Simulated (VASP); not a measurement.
Input:

```
CELL_PARAMETERS angstrom
      2.60427     0.00000     0.00000
     -1.30214     2.25536     0.00000
      0.00000     0.00000    14.91908
ATOMIC_POSITIONS crystal
  Si 0.66667 0.33333 0.50000
  O  0.33333 0.66667 0.42822
  O  0.33333 0.66667 0.57178
```

The numbers are results of r2SCAN meta-GGA, VASP's PBE PAW potentials (set 64) (plane waves; VASP), not measurements. Numerical set-up: 520 eV cut-off, 11×11×1 Γ-centred mesh, tetrahedra with Blöchl corrections, potentials Si O.

The cell holds a wide vacuum, so values per volume refer to the whole cell.

**Question.** Give the energies of bands 3 to 10 at the high-symmetry points, in eV from the valence-band maximum.

**Answer.** 
```
band      Γ      M      K
----  -----  -----  -----
3     -6.73  -9.89  -8.16
4     -2.25  -6.17  -7.94
5     -2.25  -4.62  -5.14
6     -1.19  -3.79  -4.34
7     -0.71  -1.91  -4.31
8     -0.71  -0.13   0.00
9      4.16   4.75   6.36
10     9.14   7.78   8.98
```

The gap is indirect, 4.16 eV, from the valence maximum at K to the conduction minimum at Γ.

The cell is a sheet with vacuum, built from a generated structure.
